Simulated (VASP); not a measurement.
A convergence study with VASP on SiC (wurtzite): one setting is varied, all else stays as given below, so the limit is that of these other settings.

```xyz
4
Lattice="1.5400 -2.6674 0.0000 1.5400 2.6674 0.0000 0.0000 0.0000 5.0500" Properties=species:S:1:pos:R:3 pbc="T T T"
Si     1.5400    -0.8891     2.5250
Si     1.5400     0.8891     0.0000
C      1.5400    -0.8891     4.4188
C      1.5400     0.8891     1.8937
```

Calculation: PBEsol GGA, VASP's PBE PAW potentials (set 64) (plane waves; VASP). The tightest run used: 700 eV cut-off, 17×17×9 Γ-centred mesh, Gaussian smearing of 0.050 eV, potentials Si C.

| setting | E (eV/atom) | pressure (GPa) | irreducible k-points |
|---|---|---|---|
| 1×1×1 mesh | -2.8816 | 22.02 | 1 |
| 2×2×1 mesh | -7.5445 | -0.41 | 2 |
| 3×3×2 mesh | -7.8272 | 0.29 | 6 |
| 4×4×2 mesh | -7.9246 | -0.25 | 8 |

**Question.** These are the cheaper rows. Estimate the results at 17×17×9 mesh, and how far the last row shown lies from them.

**Answer.** 
```csv
quantity,tightest run,last row shown is off by
E (eV/atom),-7.9574,0.0328
pressure (GPa),-0.52,0.27
```

Left out are rungs that failed or repeat a setting and relaxations that didn't move; long series are thinned to 24 rows.

The compound is SiC in the wurtzite structure, the rare 2H polytype. The cell was not relaxed at this level.
